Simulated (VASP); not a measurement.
Consider the following.

```
RbBr
1.0
    0.00000     3.51322     3.51322
    3.51322     0.00000     3.51322
    3.51322     3.51322     0.00000
Rb Br
1 1
Cartesian
  0.00000   0.00000   0.00000
  3.51322   3.51322   3.51322
```

Level of theory: PBE GGA, VASP's PBE PAW potentials (set 64) (plane waves; VASP). Numerical set-up: 520 eV cut-off, Gaussian smearing of 0.050 eV, potentials Rb_sv Br.

Task: Give the energies of bands 6 to 11 at the high-symmetry points, in eV from the valence-band maximum.

Result: 
```tsv
band	Γ	X	U	L	W
6	0.00	-0.45	-0.44	-0.87	-0.42
7	0.00	-0.15	-0.39	-0.29	-0.33
8	0.00	-0.15	-0.23	-0.29	-0.33
9	4.18	5.67	6.33	6.62	7.00
10	7.25	6.85	7.77	7.45	7.00
11	7.25	8.82	7.94	9.26	7.95
```

The gap is direct, 4.18 eV, from the valence maximum at Γ to the conduction minimum at Γ.

Measured: gap 7.20 eV (computed value off by -3.02 eV), as given by Aguado et al., (1998), arXiv:cond-mat/9809176.

The compound is RbBr in the rock salt structure. It was relaxed first, which changed the volume by +6 %.
